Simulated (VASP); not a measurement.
An input for Quantum ESPRESSO's pw.x (written as the equivalent of a VASP run, and not itself run):

```
&CONTROL
  calculation = 'scf'
  pseudo_dir = './pseudo'
  outdir = './out'
  tprnfor = .true.
  tstress = .true.
/
&SYSTEM
  ibrav = 0
  nat = 8
  ntyp = 2
  ecutwfc = 88
  occupations = 'smearing'
  smearing = 'fermi-dirac'
  degauss = 0.009996
  input_dft = 'pbesol'
/
&ELECTRONS
  conv_thr = 7.3e-08
  electron_maxstep = 100
/
ATOMIC_SPECIES
  Si 28.085 Si.upf
  Rh 102.906 Rh.upf
CELL_PARAMETERS angstrom
     5.6667140    0.0000000    0.0000000
     0.0000000    3.1537850    0.0000000
     0.0000000    0.0000000    6.5242690
ATOMIC_POSITIONS crystal
  Si   0.1838800  0.2500000  0.4435700
  Si   0.8161200  0.7500000  0.5564300
  Si   0.3161200  0.7500000  0.9435700
  Si   0.6838800  0.2500000  0.0564300
  Rh   0.0021000  0.2500000  0.7972500
  Rh   0.9979000  0.7500000  0.2027500
  Rh   0.4979000  0.7500000  0.2972500
  Rh   0.5021000  0.2500000  0.7027500
K_POINTS automatic
  4 7 4 0 0 0
```

Question: Translate this input to VASP (INCAR, KPOINTS, POSCAR, choice of POTCAR).

Answer: One answer among several that fit: 
### POSCAR
```
SiRh
1
    5.6667140000     0.0000000000     0.0000000000
    0.0000000000     3.1537850000     0.0000000000
    0.0000000000     0.0000000000     6.5242690000
Si Rh
4 4
Direct
  0.1838800000   0.2500000000   0.4435700000
  0.8161200000   0.7500000000   0.5564300000
  0.3161200000   0.7500000000   0.9435700000
  0.6838800000   0.2500000000   0.0564300000
  0.0021000000   0.2500000000   0.7972500000
  0.9979000000   0.7500000000   0.2027500000
  0.4979000000   0.7500000000   0.2972500000
  0.5021000000   0.2500000000   0.7027500000
```

INCAR:
```
SYSTEM = SiRh
PREC = Accurate
ENCUT = 300
EDIFF = 1E-6
NELM = 100
ALGO = Normal
LREAL = .FALSE.
LASPH = .TRUE.
ISMEAR = -1
SIGMA = 0.136
GGA = PS
LMAXMIX = 4
LWAVE = .FALSE.
LCHARG = .FALSE.
ISIF = 2
```

### KPOINTS
```
Automatic mesh
0
Gamma
4 7 4
0 0 0
```

POTCAR, in this order: Si Rh_pv (PBE.64 set). Program: vasp_std.

Limits of the translation: the potentials are each code's own (VASP's PAW set, PseudoDojo norm-conserving files in pw.x), so ENCUT and ecutwfc are chosen apart and not converted; conv_thr bounds pw.x's estimated SCF error, while EDIFF bounds the energy change between steps.

The structure comes from a computed database's SiRh entry; how it stands against other phases isn't given here. The cell was not relaxed at this level. The run is one of a series of settings (GGA = PS, POTCAR Si Rh_pv (PBE.64 set) against the base run), some of them coarse on purpose.
